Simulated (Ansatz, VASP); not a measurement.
**TiAl3: VASP beside Ansatz**

Aim: how closely do two programs agree when they are given the same cell, functional and k mesh? The cell is taken from a series of runs on this material, whose earlier steps may have relaxed, scaled, displaced or heated it; both programs get it as it stands.

Program: Ansatz 0.2.0. Level of theory: plane waves, with VASP 6.6.1 beside it; LDA. Results are calculated unless marked as measured.

### 1. The starting structure

Symmetry: I4/mmm, No. 139, tetragonal system. Conventional cell: a = 3.677 Å, b = 3.677 Å, c = 8.241 Å, α = 90.00°, β = 90.00°, γ = 90.00°. Nearest to Al lie 4 Ti at 2.60 Å and 8 Al at 2.76 Å. Nearest to Al lie 8 Al at 2.60 to 2.76 Å and 4 Ti at 2.76 Å. Nearest to Ti lie 12 Al at 2.60 to 2.76 Å. Farther neighbours are not listed.

Structure file:

```cif
data_structure
_symmetry_space_group_name_H-M 'I4/mmm'
_symmetry_Int_Tables_number 139
_cell_length_a 3.6772
_cell_length_b 3.6772
_cell_length_c 8.2409
_cell_angle_alpha 90.000
_cell_angle_beta 90.000
_cell_angle_gamma 90.000
_cell_volume 111.43
loop_
_atom_site_label
_atom_site_type_symbol
_atom_site_symmetry_multiplicity
_atom_site_Wyckoff_symbol
_atom_site_fract_x
_atom_site_fract_y
_atom_site_fract_z
_atom_site_occupancy
Al1 Al 2 b 0.50000 0.50000 0.00000 1
Al2 Al 4 d 0.00000 0.50000 0.25000 1
Ti1 Ti 2 a 0.00000 0.00000 0.00000 1
```

### 2. VASP: zone-centre phonons, LDA

Second derivatives magnify differences that forces hide, and they need a tight electronic threshold.

Lines of VASP's logs that name or quote its potential files are left out, and so is its time.

INCAR

```
SYSTEM = TiAl3
PREC = Accurate
ENCUT = 500
EDIFF = 1E-08
NELM = 120
ISMEAR = 1
SIGMA = 0.2
LREAL = .FALSE.
ALGO = Normal
GGA = PW92
NBANDS = 16
LASPH = .TRUE.
LORBIT = 11
LWAVE = .FALSE.
LCHARG = .FALSE.
ISIF = 2
IBRION = 8
GGA_COMPAT = .FALSE.
KPAR = 2
```

POSCAR

```
TiAl3
1.0
   -1.8385930115      1.8385930115      4.1204449791
    1.8385930115     -1.8385930115      4.1204449791
    1.8385930115      1.8385930115     -4.1204449791
Al Ti
3 1
Direct
    0.5000000000      0.5000000000      0.0000000000
    0.7500000000      0.2500000000      0.5000000000
    0.2500000000      0.7500000000      0.5000000000
    0.0000000000      0.0000000000      0.0000000000
```

KPOINTS

```
Automatic mesh
0
Gamma
16 16 16
0 0 0
```

PAW data sets: Al and Ti_sv (LDA family, release 64).

Command:

```sh
> mpirun -np 2 vasp_std
```

Numbers of over 12 decimals in the logs are rounded to 6 here.

The log of the run:

```text
[banner, memory and clock lines left out]
running    2 mpi-ranks, on    1 nodes
 distrk:  each k-point on    1 cores,    2 groups
 distr:  one band on    1 cores,    1 groups

 POSCAR found type information on POSCAR AlTi
 POSCAR found :  2 types and       4 ions
|                                                                             |
|               ----> ADVICE to this user running VASP <----                  |
|                                                                             |
|     You enforced a specific xc type in the INCAR file but a different       |
|     [... a line on the potential file left out ...]
|     I HOPE YOU KNOW WHAT YOU ARE DOING!                                     |
|                                                                             |

 LDA part: xc-table for (Slater(with rela. corr.)+PW92), standard interpolation
 POSCAR, INCAR and KPOINTS ok, starting setup
 FFT: planning ... GRIDC
 FFT: planning ... GRID_SOFT
 FFT: planning ... GRID
 WAVECAR not read
 entering main loop
       N       E                     dE             d eps       ncg     rms          rms(c)
DAV:   1     0.118953092652E+03    0.11895E+03   -0.92945E+03 11176   0.120E+03
DAV:   2    -0.159541356255E+02   -0.13491E+03   -0.13279E+03 11456   0.316E+02
DAV:   3    -0.241783991419E+02   -0.82243E+01   -0.80770E+01 18584   0.698E+01
DAV:   4    -0.243568942946E+02   -0.17850E+00   -0.17838E+00 12664   0.101E+01
DAV:   5    -0.243633701391E+02   -0.64758E-02   -0.64755E-02 18392   0.180E+00    0.121E+01
DAV:   6    -0.231571300810E+02    0.12062E+01   -0.22016E+01 16520   0.376E+01    0.570E+00
DAV:   7    -0.226592507117E+02    0.49788E+00   -0.57840E+00 14176   0.192E+01    0.342E+00
DAV:   8    -0.226197703991E+02    0.39480E-01   -0.75150E-01 14160   0.730E+00    0.125E+00
DAV:   9    -0.225972380672E+02    0.22532E-01   -0.21492E-01 14808   0.399E+00    0.251E-01
DAV:  10    -0.225984310542E+02   -0.11930E-02   -0.56698E-03 14128   0.638E-01    0.283E-01
DAV:  11    -0.225971357267E+02    0.12953E-02   -0.65695E-03 16368   0.615E-01    0.586E-02
DAV:  12    -0.225971290649E+02    0.66619E-05   -0.22777E-04 15112   0.121E-01    0.321E-02
DAV:  13    -0.225971289041E+02    0.16082E-06   -0.45414E-06 12568   0.174E-02    0.134E-02
DAV:  14    -0.225971284993E+02    0.40475E-06   -0.11258E-06 15912   0.823E-03    0.730E-03
DAV:  15    -0.225971284162E+02    0.83077E-07   -0.24153E-07 12416   0.432E-03    0.363E-04
DAV:  16    -0.225971284199E+02   -0.36468E-08   -0.17232E-08 12280   0.109E-03
   1 F= -.22597128E+02 E0= -.22597365E+02  d E =0.708611E-03
 Linear response reoptimize wavefunctions to high precision
DAV:   1    -0.225971284153E+02    0.45520E-08   -0.20155E-08 14472   0.126E-03
DAV:   2    -0.225971284154E+02   -0.37744E-10   -0.40261E-10  7792   0.170E-04
 Linear response DOF=           6
 Linear response progress:
  Degree of freedom:   1/  6
       N       E                     dE             d eps       ncg     rms          rms(c)
RMM:   1    -0.895621022911E-02   -0.89562E-02    0.44444E-03 35518   0.147E+00
RMM:   2    -0.750878036264E-02    0.14474E-02   -0.19551E-03 39443   0.272E-01    0.509E-02
RMM:   3    -0.753657033397E-02   -0.27790E-04   -0.39817E-04 42799   0.123E-01    0.268E-02
RMM:   4    -0.765831331395E-02   -0.12174E-03   -0.13528E-04 42913   0.626E-02    0.756E-03
RMM:   5    -0.766982289202E-02   -0.11510E-04   -0.17360E-05 46686   0.241E-02    0.344E-03
RMM:   6    -0.767952830659E-02   -0.97054E-05   -0.31442E-06 49812   0.946E-03    0.111E-03
RMM:   7    -0.768039409079E-02   -0.86578E-06   -0.43726E-07 48332   0.341E-03    0.415E-04
RMM:   8    -0.768056422190E-02   -0.17013E-06   -0.15013E-07 46822   0.175E-03    0.190E-04
RMM:   9    -0.768088319993E-02   -0.31898E-06   -0.52657E-08 49359   0.759E-04    0.498E-05
RMM:  10    -0.768078479250E-02    0.98407E-07    0.38257E-08 49889   0.365E-04    0.280E-05
RMM:  11    -0.768079968855E-02   -0.14896E-07    0.25543E-08 51826   0.154E-04    0.975E-06
RMM:  12    -0.768078283783E-02    0.16851E-07    0.26202E-08 51855   0.731E-05    0.670E-06
RMM:  13    -0.768078987764E-02   -0.70398E-08    0.15317E-08 49228   0.365E-05    0.313E-06
 first order change of Fermi-energy   0.19168E-03
 force on displaced ion       1 direction 1 : -11.187   0.000   0.000
 Linear response progress:
  Degree of freedom:   2/  6
       N       E                     dE             d eps       ncg     rms          rms(c)
RMM:   1    -0.115229121730E-01   -0.11523E-01    0.70711E-03 26280   0.797E-01
RMM:   2    -0.866383202600E-02    0.28591E-02   -0.16943E-03 23169   0.213E-01    0.544E-02
RMM:   3    -0.857260416224E-02    0.91228E-04   -0.64294E-04 23258   0.112E-01    0.236E-02
RMM:   4    -0.862859394416E-02   -0.55990E-04   -0.20427E-04 24153   0.596E-02    0.788E-03
RMM:   5    -0.862322899868E-02    0.53649E-05   -0.23740E-05 24916   0.238E-02    0.280E-03
RMM:   6    -0.863121599035E-02   -0.79870E-05   -0.61747E-06 25812   0.100E-02    0.805E-04
RMM:   7    -0.862872293047E-02    0.24931E-05   -0.12536E-06 26885   0.432E-03    0.294E-04
RMM:   8    -0.862798040119E-02    0.74253E-06   -0.31204E-07 27452   0.175E-03    0.161E-04
RMM:   9    -0.862811799806E-02   -0.13760E-06    0.30757E-08 27713   0.804E-04    0.398E-05
RMM:  10    -0.862818267472E-02   -0.64677E-07    0.36889E-08 28650   0.365E-04    0.393E-05
[...]
RMM:  10    -0.756139244259E-02    0.63116E-07    0.44699E-08 89771   0.247E-04    0.123E-05
RMM:  11    -0.756143493768E-02   -0.42495E-07    0.69394E-08 91057   0.122E-04    0.801E-06
RMM:  12    -0.756141923291E-02    0.15705E-07    0.23724E-08 90220   0.653E-05    0.220E-06
RMM:  13    -0.756141518788E-02    0.40450E-08    0.22473E-08 93105   0.361E-05    0.903E-07
 first order change of Fermi-energy  -0.74619E-06
 force on displaced ion       2 direction 1 :  -9.857   0.000  -0.000
 Linear response progress:
  Degree of freedom:   4/  6
       N       E                     dE             d eps       ncg     rms          rms(c)
RMM:   1    -0.124092947610E-01   -0.12409E-01   -0.41539E-04 40383   0.137E+00
RMM:   2    -0.901423749594E-02    0.33951E-02   -0.20755E-03 40922   0.295E-01    0.655E-02
RMM:   3    -0.893132106604E-02    0.82916E-04   -0.69928E-04 41319   0.153E-01    0.299E-02
RMM:   4    -0.902550741543E-02   -0.94186E-04   -0.24875E-04 44886   0.838E-02    0.112E-02
RMM:   5    -0.903507242026E-02   -0.95650E-05   -0.32634E-05 47504   0.327E-02    0.386E-03
RMM:   6    -0.904850087446E-02   -0.13428E-04   -0.69871E-06 49275   0.145E-02    0.147E-03
RMM:   7    -0.904619621380E-02    0.23047E-05   -0.14371E-06 49360   0.566E-03    0.627E-04
RMM:   8    -0.904556669797E-02    0.62952E-06   -0.36827E-07 49577   0.241E-03    0.315E-04
RMM:   9    -0.904603618847E-02   -0.46949E-06   -0.12287E-07 49495   0.102E-03    0.124E-04
RMM:  10    -0.904610455097E-02   -0.68363E-07   -0.38470E-08 49986   0.474E-04    0.456E-05
RMM:  11    -0.904607572313E-02    0.28828E-07   -0.16150E-08 51209   0.214E-04    0.720E-06
RMM:  12    -0.904607841876E-02   -0.26956E-08   -0.25331E-08 51914   0.879E-05    0.517E-06
 first order change of Fermi-energy  -0.30846E-03
 force on displaced ion       2 direction 3 :  -0.000  -0.000  -8.672
 Linear response progress:
  Degree of freedom:   5/  6
       N       E                     dE             d eps       ncg     rms          rms(c)
RMM:   1    -0.757536703513E+00   -0.75754E+00    0.12030E+01 20045   0.136E+02
RMM:   2    -0.669314605877E+00    0.88222E-01   -0.53597E-01 34241   0.590E+00    0.179E-01
RMM:   3    -0.668237717860E+00    0.10769E-02   -0.26216E-02 39642   0.130E+00    0.835E-02
RMM:   4    -0.669358330756E+00   -0.11206E-02   -0.18148E-02 46018   0.577E-01    0.353E-02
RMM:   5    -0.671031696034E+00   -0.16734E-02   -0.10494E-03 44420   0.179E-01    0.116E-02
RMM:   6    -0.671305276318E+00   -0.27358E-03   -0.26137E-04 48429   0.716E-02    0.392E-03
RMM:   7    -0.671218747938E+00    0.86528E-04   -0.39266E-05 47993   0.263E-02    0.297E-03
RMM:   8    -0.671318081926E+00   -0.99334E-04   -0.12742E-05 47229   0.125E-02    0.690E-04
RMM:   9    -0.671338703798E+00   -0.20622E-04   -0.54363E-06 50149   0.593E-03    0.164E-04
RMM:  10    -0.671332433019E+00    0.62708E-05   -0.37527E-06 51821   0.327E-03    0.203E-04
RMM:  11    -0.671339348228E+00   -0.69152E-05   -0.27972E-06 47046   0.201E-03    0.246E-05
RMM:  12    -0.671340096276E+00   -0.74805E-06   -0.21565E-06 51888   0.138E-03    0.100E-05
RMM:  13    -0.671340774196E+00   -0.67792E-06   -0.17671E-06 49480   0.104E-03    0.102E-05
RMM:  14    -0.671341061397E+00   -0.28720E-06   -0.14667E-06 49794   0.833E-04    0.107E-05
[...]
RMM:  20    -0.671340805417E+00   -0.16783E-07   -0.48709E-07 37789   0.355E-04    0.170E-05
RMM:  21    -0.671340812132E+00   -0.67154E-08   -0.42369E-07 33077   0.316E-04    0.187E-05
RMM:  22    -0.671340829905E+00   -0.17772E-07   -0.36288E-07 33611   0.283E-04    0.198E-05
RMM:  23    -0.671340844524E+00   -0.14619E-07   -0.31818E-07 36622   0.254E-04    0.208E-05
RMM:  24    -0.671340836482E+00    0.80412E-08   -0.25709E-07 39389   0.228E-04    0.229E-05
RMM:  25    -0.671340864945E+00   -0.28463E-07   -0.22164E-07 32632   0.204E-04    0.241E-05
RMM:  26    -0.671340873216E+00   -0.82707E-08   -0.18622E-07 27656   0.184E-04    0.251E-05
RMM:  27    -0.671340906071E+00   -0.32855E-07   -0.16901E-07 40163   0.168E-04    0.249E-05
 first order change of Fermi-energy  -0.30052E-03
 force on displaced ion       4 direction 1 : -13.462  -0.000   0.000
 Linear response progress:
  Degree of freedom:   6/  6
       N       E                     dE             d eps       ncg     rms          rms(c)
RMM:   1    -0.705607867908E+00   -0.70561E+00    0.21917E+01 11344   0.141E+02
RMM:   2    -0.617700754651E+00    0.87907E-01   -0.59467E-01 18831   0.597E+00    0.187E-01
RMM:   3    -0.616499985981E+00    0.12008E-02   -0.28408E-02 22134   0.134E+00    0.834E-02
RMM:   4    -0.617395512505E+00   -0.89553E-03   -0.18340E-02 25230   0.571E-01    0.316E-02
RMM:   5    -0.618637538507E+00   -0.12420E-02   -0.78262E-04 25064   0.161E-01    0.109E-02
RMM:   6    -0.619080950984E+00   -0.44341E-03   -0.24429E-04 26035   0.680E-02    0.280E-03
RMM:   7    -0.619075853315E+00    0.50977E-05   -0.38844E-05 26809   0.240E-02    0.205E-03
RMM:   8    -0.619140514760E+00   -0.64661E-04   -0.15847E-05 25807   0.118E-02    0.655E-04
RMM:   9    -0.619161106000E+00   -0.20591E-04   -0.10018E-05 27232   0.604E-03    0.246E-04
RMM:  10    -0.619154017010E+00    0.70890E-05   -0.79630E-06 27783   0.342E-03    0.103E-04
RMM:  11    -0.619156053130E+00   -0.20361E-05   -0.71270E-06 27583   0.207E-03    0.473E-05
RMM:  12    -0.619156792335E+00   -0.73921E-06   -0.59303E-06 26842   0.155E-03    0.119E-05
RMM:  13    -0.619157256703E+00   -0.46437E-06   -0.51189E-06 27539   0.125E-03    0.121E-05
RMM:  14    -0.619157155585E+00    0.10112E-06   -0.45357E-06 25590   0.108E-03    0.292E-05
RMM:  15    -0.619157340540E+00   -0.18496E-06   -0.41194E-06 23680   0.958E-04    0.188E-05
RMM:  16    -0.619157408448E+00   -0.67908E-07   -0.35086E-06 25286   0.850E-04    0.173E-05
RMM:  17    -0.619157430590E+00   -0.22142E-07   -0.33169E-06 26412   0.766E-04    0.226E-05
RMM:  18    -0.619157528409E+00   -0.97818E-07   -0.29295E-06 25000   0.701E-04    0.251E-05
RMM:  19    -0.619157548180E+00   -0.19771E-07   -0.27242E-06 24923   0.644E-04    0.285E-05
RMM:  20    -0.619157577238E+00   -0.29058E-07   -0.24685E-06 18585   0.595E-04    0.319E-05
RMM:  21    -0.619157601860E+00   -0.24622E-07   -0.23344E-06 20348   0.553E-04    0.344E-05
RMM:  22    -0.619157670504E+00   -0.68645E-07   -0.22211E-06 24374   0.520E-04    0.342E-05
 first order change of Fermi-energy   0.30536E-03
 force on displaced ion       4 direction 3 :   0.000   0.000 -10.458
 Linear response finished
```

(Continued in part 2 of 2.)

[Lines on the potential files, build, host, timing and source positions are cut from VASP's logs without a mark.]

[Logs are printed without paths, hosts, clocks, repeated set-up lines and the standing remarks that a program may print on its own settings, such as how far it seeks lower states.]

[Hosts, paths, dates, database ids (printed as entryN), source tags and the programs' standing remarks are cut or masked in the printed files.]
